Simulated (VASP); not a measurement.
Data:

```
GeS2
1.0
    5.94902     0.00000     0.00000
    0.00000     5.94902     0.00000
    0.00000     0.00000     5.94902
Ge S
4 8
Direct
  0.00000   0.00000   0.00000
  0.50000   0.50000   0.00000
  0.00000   0.50000   0.50000
  0.50000   0.00000   0.50000
  0.34978   0.34978   0.34978
  0.84978   0.15022   0.65022
  0.65022   0.84978   0.15022
  0.15022   0.65022   0.84978
  0.65022   0.65022   0.65022
  0.15022   0.84978   0.34978
  0.34978   0.15022   0.84978
  0.84978   0.34978   0.15022
```

Method: PBEsol GGA, VASP's PBE PAW potentials (set 64) (plane waves; VASP). Numerical set-up: 400 eV cut-off, 6×6×6 Γ-centred mesh, tetrahedra with Blöchl corrections, potentials Ge_d S.

The cores are frozen, which limits the accuracy of field gradients.

Task: Give the principal components of the electric field gradient (V/Å²) and the asymmetry η at each nucleus.

Result: 
```json
[
 {"atom": "Ge1", "Vxx": "-6.2", "Vyy": "-6.2", "Vzz": "12.5", "η": "0.00"},
 {"atom": "Ge2", "Vxx": "-6.2", "Vyy": "-6.2", "Vzz": "12.5", "η": "0.00"},
 {"atom": "Ge3", "Vxx": "-6.2", "Vyy": "-6.2", "Vzz": "12.5", "η": "0.00"},
 {"atom": "Ge4", "Vxx": "-6.2", "Vyy": "-6.2", "Vzz": "12.5", "η": "0.00"},
 {"atom": "S5", "Vxx": "71.3", "Vyy": "71.3", "Vzz": "-142.5", "η": "0.00"},
 {"atom": "S6", "Vxx": "71.3", "Vyy": "71.3", "Vzz": "-142.5", "η": "0.00"},
 {"atom": "S7", "Vxx": "71.3", "Vyy": "71.3", "Vzz": "-142.5", "η": "0.00"},
 {"atom": "S8", "Vxx": "71.3", "Vyy": "71.3", "Vzz": "-142.5", "η": "0.00"},
 {"atom": "S9", "Vxx": "71.3", "Vyy": "71.3", "Vzz": "-142.5", "η": "0.00"},
 {"atom": "S10", "Vxx": "71.3", "Vyy": "71.3", "Vzz": "-142.5", "η": "0.00"},
 {"atom": "S11", "Vxx": "71.3", "Vyy": "71.3", "Vzz": "-142.5", "η": "0.00"},
 {"atom": "S12", "Vxx": "71.3", "Vyy": "71.3", "Vzz": "-142.5", "η": "0.00"}
]
```

The structure was generated: GeS2 was put into the pyrite type (Pa-3), which need not be its known phase. It was relaxed first, which changed the volume by +20 %.
